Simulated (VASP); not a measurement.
Given:

```
CELL_PARAMETERS angstrom
     -1.53048     1.53048     1.53048
      1.53048    -1.53048     1.53048
      1.53048     1.53048    -1.53048
ATOMIC_POSITIONS crystal
  Zn 0.00000 0.00000 0.00000
```

All values below come from r2SCAN meta-GGA, VASP's PBE PAW potentials (set 64) (plane waves; VASP). Numerical set-up: 400 eV cut-off, 19×19×19 Γ-centred mesh, tetrahedra with Blöchl corrections, potentials Zn.

Question: Give the energies of bands 6 to 9 at the high-symmetry points, in eV from the Fermi level.

Answer: 
```json
[
 {"band": "6", "Γ": "-7.94", "H": "4.40", "N": "-3.37", "P": "2.16"},
 {"band": "7", "Γ": "21.27", "H": "4.40", "N": "-1.00", "P": "2.16"},
 {"band": "8", "Γ": "21.27", "H": "4.40", "N": "12.47", "P": "2.16"},
 {"band": "9", "Γ": "21.27", "H": "8.78", "N": "13.70", "P": "2.50"}
]
```

It has no gap at this level: it comes out as a metal or semimetal.

The structure was generated: Zn was put into the bcc type (Im-3m), which need not be its known phase. It was relaxed first, which changed the volume by -5 %.
